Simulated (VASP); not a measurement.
Set up this calculation in VASP 6.6.1, as an ASE script.

```yaml
Task: single point
Functional: PBE
Potentials_or_basis: VASP PAW PBE potentials, release 64 (Nb_pv, Se, N)
Cutoff: 520 eV
k_mesh: 7 × 7 × 4
Occupations: gaussian, width 0.02 eV
Spin: no spin polarisation
Further_INCAR_settings: ALGO = Normal; EDIFF = 1.00e-06
```

The structure of NbSeN lies in NbSeN.cif:

```cif
data_NbSeN
_cell_length_a 3.67249800
_cell_length_b 3.67249800
_cell_length_c 6.37816400
_cell_angle_alpha 90.00000000
_cell_angle_beta 90.00000000
_cell_angle_gamma 90.00000000
_space_group_name_H-M_alt 'P4/nmm'
_space_group_name_Hall 'P 4ab 2ab -1ab'
_space_group_IT_number 129
loop_
_space_group_symop_operation_xyz
'x,y,z'
'-y+1/2,x+1/2,z'
'-x,-y,z'
'y+1/2,-x+1/2,z'
'x+1/2,-y+1/2,-z'
'-y,-x,-z'
'-x+1/2,y+1/2,-z'
'y,x,-z'
'-x+1/2,-y+1/2,-z'
'y,-x,-z'
'x+1/2,y+1/2,-z'
'-y,x,-z'
'-x,y,z'
'y+1/2,x+1/2,z'
'x,-y,z'
'-y+1/2,-x+1/2,z'
loop_
_atom_site_label
_atom_site_type_symbol
_atom_site_symmetry_multiplicity
_atom_site_Wyckoff_symbol
_atom_site_fract_x
_atom_site_fract_y
_atom_site_fract_z
_atom_site_occupancy
Nb1 Nb 2 c 0.0000000000 0.5000000000 0.8269710000 1
Se1 Se 2 c 0.0000000000 0.5000000000 0.3814760000 1
N1 N 2 a 0.0000000000 0.0000000000 0.0000000000 1
```

The cell comes from a database or a generator and needn't be the stable form of this composition.

The input as run:

run.py

```python
from ase.calculators.vasp import Vasp
from ase.dft.bandgap import bandgap
from ase.io import read

atoms = read('NbSeN.cif', primitive_cell=True, subtrans_included=False)
calc = Vasp(
    directory='calc',
    xc='pbe',
    pp='PBE',
    setups='materialsproject',
    prec='Accurate',
    encut=520,
    ediff=1e-06,
    ismear=0,
    sigma=0.02,
    lreal=False,
    lasph=True,
    nelm=100,
    algo='Normal',
    isif=2,
    lwave=False,
    lcharg=False,
    kpts=[7, 7, 4],
    gamma=True,
)
atoms.calc = calc

print('energy (eV):', atoms.get_potential_energy())
print('free energy (eV):', atoms.get_potential_energy(force_consistent=True))
print('forces (eV/A):')
print(atoms.get_forces())
print('stress (eV/A^3, Voigt):', atoms.get_stress())
print('Fermi level (eV):', calc.get_fermi_level())
gap, top, bottom = bandgap(calc)
print('band gap (eV):', gap, 'from (spin, k, band)', top, 'to', bottom)
```

Potentials or basis: VASP PAW PBE potentials, release 64 (Nb_pv, Se, N).

Command:

```console
$ python run.py
```

Results of the run:

- Pressure: -0.2 GPa
- Largest force: 0.096 eV/Å
- Band gap on the k mesh: none (metal or under the smearing width)

It took 70 s on 1 thread of Intel(R) Xeon(R) Platinum 8259CL CPU @ 2.50GHz (Skylake/Cascade Lake) (shared host), peak memory 0.22 GiB.
